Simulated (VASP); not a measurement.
Runs of VASP 6.6.1 on K. The structure is hexagonal, space group P6/mmm (No. 191). Conventional cell: a = 7.387 Å, b = 7.387 Å, c = 4.528 Å, α = 90.00°, β = 90.00°, γ = 120.00°. Around K (site symmetry -6m2) lie 3 K at 4.26 Å. The cell was built by a generator and needn't be a form met in nature.

| task | cell | k mesh | cutoff (eV) | gap on the mesh (eV) | pressure (GPa) |
| --- | --- | --- | --- | --- | --- |
| relaxation of cell and atoms | relaxed | 5 × 5 × 7 | 600 | none | 0.0 |
| single point | P6/mmm, 64.74 Å³/atom | 5 × 5 × 7 | 520 | none | 0.0 |
| single point | P6/mmm, 67.33 Å³/atom | 6 × 6 × 8 | 520 | none | (a) |
| single point | P6/mmm, 62.15 Å³/atom | 6 × 6 × 8 | 520 | none | 0.2 |
| single point | P6/mmm, 64.74 Å³/atom | 7 × 7 × 10 | 520 | none | 0.0 |

Alike in all rows: level LDA; potentials or basis VASP PAW LDA potentials, release 64 (K_sv); no spin polarisation; smearing fermi-dirac 0.1 eV.

**Question.** Estimate the missing entries.

**Answer.** (a) -0.2.

A gap of «none» marks a metal or a gap under the smearing width.
